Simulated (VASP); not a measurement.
All values below come from LDA (Ceperley-Alder, Perdew-Zunger), VASP's LDA PAW potentials (set 64) (plane waves; VASP 6.6.1).

VASP ran on this input.

### INCAR
```
SYSTEM=InP
PREC=Accurate; ENCUT=400; LREAL=.FALSE.
LASPH=.TRUE.
EDIFF=1E-6; NELM=100; ALGO=Normal
LMAXMIX=4
ISMEAR=0; SIGMA=0.05
IBRION=2; NSW=60; ISIF=3
EDIFFG=-0.01
LWAVE=.FALSE.; LCHARG=.FALSE.
```

KPOINTS:
```
Automatic mesh
0
Gamma
7 7 7
0 0 0
```

POSCAR:
```
InP
1
    0.0000000000     2.9350000000     2.9350000000
    2.9350000000     0.0000000000     2.9350000000
    2.9350000000     2.9350000000     0.0000000000
In P
1 1
Direct
  0.0000000000   0.0000000000   0.0000000000
  0.2500000000   0.2500000000   0.2500000000
```

POTCAR, in this order: In_d P (LDA.64 set). Program: vasp_std.

The resulting files:

**OUTCAR**
```
 ion  position               nearest neighbor table
   1  0.000  0.000  0.000-   2 2.54   2 2.54   2 2.54   2 2.54
   2  0.250  0.250  0.250-   1 2.54   1 2.54   1 2.54   1 2.54
  LATTYP: Found a face centered cubic cell.
 ALAT       =     5.8700000000
 Subroutine PRICEL returns:
 Original cell was already a primitive cell.
 Subroutine GETGRP returns: Found 24 space group operations
The static configuration has the point symmetry T_d .
The dynamic configuration has the point symmetry T_d .
 Subroutine INISYM returns: Found 24 space group operations
 Subroutine IBZKPT returns following result:
 Found     20 irreducible k-points:

 Following reciprocal coordinates:
            Coordinates               Weight
  0.000000  0.000000  0.000000      1.000000
  0.142857  0.000000  0.000000      8.000000
  0.285714  0.000000  0.000000      8.000000
  0.428571  0.000000  0.000000      8.000000
  0.142857  0.142857  0.000000      6.000000
  0.285714  0.142857  0.000000     24.000000
  0.428571  0.142857  0.000000     24.000000
 -0.428571  0.142857  0.000000     24.000000
 -0.285714  0.142857  0.000000     24.000000
 -0.142857  0.142857  0.000000     12.000000
  0.285714  0.285714  0.000000      6.000000
  0.428571  0.285714  0.000000     24.000000
 -0.428571  0.285714  0.000000     24.000000
 -0.285714  0.285714  0.000000     12.000000
  0.428571  0.428571  0.000000      6.000000
 -0.428571  0.428571  0.000000     12.000000
  0.428571  0.285714  0.142857     24.000000
 -0.428571  0.285714  0.142857     48.000000
 -0.428571  0.428571  0.142857     24.000000
 -0.285714  0.428571  0.142857     24.000000
   k-points           NKPTS =     20   k-points in BZ     NKDIM =     20   number of bands    NBANDS=     13
   number of dos      NEDOS =    301   number of ions     NIONS =      2
   total plane-waves  NPLWV =  21952
   dimension x,y,z NGX =    28 NGY =   28 NGZ =   28
   dimension x,y,z NGXF=    56 NGYF=   56 NGZF=   56
   ions per type =               1   1
   PREC   = accura    normal or accurate (medium, high low for compatibility)
   ISTART =      0    job   : 0-new  1-cont  2-samecut
   ICHARG =      2    charge: 1-file 2-atom 10-const
   ISPIN  =      1    spin polarized calculation?
   LNONCOLLINEAR =      F non collinear calculations
   LSORBIT =      F    spin-orbit coupling
   INIWAV =      1    electr: 0-lowe 1-rand  2-diag
   ENCUT  =  400.0 eV  29.40 Ry    5.42 a.u.   6.77  6.77  6.77*2*pi/ulx,y,z
   NELM   =    100;   NELMIN=  2; NELMDL= -5     # of ELM steps
   EDIFF  = 0.1E-05   stopping-criterion for ELM
   LREAL  =      F    real-space projection
   NLSPLINE    = F    spline interpolate recip. space projectors
   LMAXMIX     =    4 max onsite mixed and CHGCAR
   VOSKOWN=      0    Vosko Wilk Nusair interpolation
   EDIFFG = -.1E-01   stopping-criterion for IOM
   NSW    =     60    number of steps for IOM
   NBLOCK =      1;   KBLOCK =     60    inner block; outer block
   IBRION =      2    ionic relax: 0-MD 1-quasi-New 2-CG
   NFREE  =      1    steps in history (QN), initial steepest desc. (CG)
   ISIF   =      3    stress and relaxation
   ISYM   =      2    0-nonsym 1-usesym 2-fastsym
   TEIN   =    0.0    initial temperature
   TEBEG  =    0.0;   TEEND  =   0.0 temperature during run
   SMASS  =  -3.00    Nose mass-parameter (am)
   PSTRESS=    0.0 pullay stress
   NELECT =      18.0000    total number of electrons
   EFERMI =   0.00;   METHOD = LEGACY
   ISMEAR =     0;   SIGMA  =   0.05  broadening in eV -4-tet -1-fermi 0-gaus
   IALGO  =     38    algorithm
   LDIAG  =      T    sub-space diagonalisation (order eigenvalues)
   IMIX   =      4    mixing-type and parameters
     AMIX     =   0.40;   BMIX     =  1.00
     AMIX_MAG =   1.60;   BMIX_MAG =  1.00
...
```

OSZICAR:
```
       N       E                     dE             d eps       ncg     rms          rms(c)
DAV:   1     0.102651797900E+03    0.10265E+03   -0.75530E+03   525   0.129E+03
DAV:   2    -0.278727456786E+01   -0.10544E+03   -0.10181E+03   565   0.304E+02
DAV:   3    -0.988806588532E+01   -0.71008E+01   -0.70578E+01   670   0.849E+01
DAV:   4    -0.100878172225E+02   -0.19975E+00   -0.19961E+00   635   0.155E+01
DAV:   5    -0.100978537792E+02   -0.10037E-01   -0.10036E-01   763   0.301E+00    0.576E+00
DAV:   6    -0.971012274722E+01    0.38773E+00   -0.70943E-01   763   0.154E+01    0.350E+00
DAV:   7    -0.966935906091E+01    0.40764E-01   -0.17278E-01   716   0.364E+00    0.116E+00
DAV:   8    -0.966408590477E+01    0.52732E-02   -0.14308E-02   713   0.167E+00    0.413E-01
DAV:   9    -0.966377515302E+01    0.31075E-03   -0.16477E-03   668   0.627E-01    0.190E-01
DAV:  10    -0.966377534668E+01   -0.19366E-06   -0.15364E-04   639   0.102E-01    0.119E-01
DAV:  11    -0.966377894266E+01   -0.35960E-05   -0.21442E-05   737   0.535E-02    0.250E-02
DAV:  12    -0.966377749133E+01    0.14513E-05   -0.79558E-06   615   0.588E-02    0.167E-02
DAV:  13    -0.966377744461E+01    0.46724E-07   -0.32455E-07   315   0.593E-03
   1 F= -.96637774E+01 E0= -.96637774E+01  d E =-.966378E+01
       N       E                     dE             d eps       ncg     rms          rms(c)
DAV:   1    -0.986941716291E+01   -0.20564E+00   -0.48268E+00   660   0.479E+01    0.318E+00
DAV:   2    -0.969374928878E+01    0.17567E+00   -0.39714E-01   670   0.177E+01    0.975E-01
DAV:   3    -0.966804582431E+01    0.25703E-01   -0.74781E-02   670   0.661E+00    0.677E-01
DAV:   4    -0.966769304012E+01    0.35278E-03   -0.33594E-03   535   0.582E-01    0.468E-01
DAV:   5    -0.966711842547E+01    0.57461E-03   -0.45521E-04   727   0.291E-01    0.144E-01
DAV:   6    -0.966709516747E+01    0.23258E-04   -0.11965E-04   820   0.169E-01    0.339E-02
DAV:   7    -0.966709266031E+01    0.25072E-05   -0.17903E-05   671   0.710E-02    0.760E-03
DAV:   8    -0.966709215212E+01    0.50819E-06   -0.13902E-06   315   0.334E-02
   2 F= -.96670922E+01 E0= -.96670922E+01  d E =-.331471E-02
       N       E                     dE             d eps       ncg     rms          rms(c)
DAV:   1    -0.969626343136E+01   -0.29171E-01   -0.69240E-01   660   0.192E+01    0.111E+00
DAV:   2    -0.967289202863E+01    0.23371E-01   -0.49599E-02   670   0.579E+00    0.376E-01
DAV:   3    -0.966905347924E+01    0.38385E-02   -0.12004E-02   675   0.263E+00    0.239E-01
DAV:   4    -0.966904497291E+01    0.85063E-05   -0.51545E-04   535   0.240E-01    0.186E-01
DAV:   5    -0.966894453514E+01    0.10044E-03   -0.62957E-05   621   0.901E-02    0.756E-02
DAV:   6    -0.966893326037E+01    0.11275E-04   -0.24538E-05   790   0.598E-02    0.117E-02
DAV:   7    -0.966893265123E+01    0.60914E-06   -0.31714E-06   559   0.241E-02
   3 F= -.96689327E+01 E0= -.96689327E+01  d E =-.515521E-02
```

### OUTCAR
```
------------------------ aborting loop because EDIFF is reached ----------------------------------------
  FORCE on cell =-STRESS in cart. coord.  units (eV):
  Direction    XX          YY          ZZ          XY          YZ          ZX
  --------------------------------------------------------------------------------------
  Total        0.0019465      0.0019465      0.0019465      0.0000000      0.0000000      0.0000000
  in kB        0.0630247      0.0630247      0.0630247      0.0000000      0.0000000      0.0000000
  external PRESSURE =       0.0630247 kB  Pullay stress =       0.0000000 kB
  volume of cell :       49.48
      direct lattice vectors                 reciprocal lattice vectors
     0.000000000  2.913875465  2.913875465    -0.171592783  0.171592783  0.171592783
     2.913875465  0.000000000  2.913875465     0.171592783 -0.171592783  0.171592783
     2.913875465  2.913875465  0.000000000     0.171592783  0.171592783 -0.171592783
  FREE ENERGIE OF THE ION-ELECTRON SYSTEM (eV)
  ---------------------------------------------------
  free  energy   TOTEN  =        -9.6689326512 eV

  energy  without entropy=       -9.6689326512  energy(sigma->0) =       -9.66893265

 reached required accuracy - stopping structural energy minimisation
```
(Selected blocks of OUTCAR.)

CONTCAR:
```
InP
   1.00000000000000
     0.0000000000000000    2.9138754653158223    2.9138754653158223
     2.9138754653158223    0.0000000000000000    2.9138754653158223
     2.9138754653158223    2.9138754653158223    0.0000000000000000
  In              P
     1     1
Direct
     0.0000000000000000    0.0000000000000000    0.0000000000000000
     0.2500000000000000    0.2500000000000000    0.2500000000000000
```

File OUTCAR:
```
 val. band max:        5.2021424130   @ k =   0.0000   0.0000   0.0000

 cond. band min:       5.8039920563   @ k =   0.0000   0.0000   0.0000


 Fermi energy:         5.4651562170

 k-point     1 :       0.0000    0.0000    0.0000
  band No.  band energies     occupation
      1      -9.0256      2.00000
      2      -9.0256      2.00000
      3      -9.0256      2.00000
      4      -8.8621      2.00000
      5      -8.8621      2.00000
      6      -6.4626      2.00000
      7       5.2021      2.00000
      8       5.2021      2.00000
      9       5.2021      2.00000
     10       5.8040      0.00000
     11       9.1624      0.00000
     12       9.1624      0.00000
     13       9.1624      0.00000

 k-point     2 :       0.1429    0.0000    0.0000
  band No.  band energies     occupation
      1      -9.0517      2.00000
      2      -9.0154      2.00000
      3      -9.0154      2.00000
      4      -8.8619      2.00000
      5      -8.8619      2.00000
      6      -6.2223      2.00000
      7       3.3202      2.00000
      8       4.9534      2.00000
      9       4.9534      2.00000
     10       6.8416      0.00000
     11       9.4160      0.00000
     12       9.5217      0.00000
     13       9.5217      0.00000

 k-point     3 :       0.2857    0.0000    0.0000
  band No.  band energies     occupation
      1      -9.1062      2.00000
      2      -8.9960      2.00000
      3      -8.9960      2.00000
      4      -8.8576      2.00000
      5      -8.8576      2.00000
      6      -5.5665      2.00000
      7       1.1343      2.00000
      8       4.5107      2.00000
      9       4.5107      2.00000
     10       6.8127      0.00000
     11       9.9435      0.00000
     12       9.9435      0.00000
     13      10.8283      0.00000

 k-point     4 :       0.4286    0.0000    0.0000
  band No.  band energies     occupation
      1      -9.1470      2.00000
      2      -8.9851      2.00000
      3      -8.9851      2.00000
...
```

Energy and stress use the plane-wave basis of the starting cell. Unless said otherwise, spin-orbit coupling is left out, though it shifts the bands of the heavy elements here.

The compound is InP in the zinc blende structure. This run relaxes it. Symmetry was kept, so distortions that lower it aren't found.
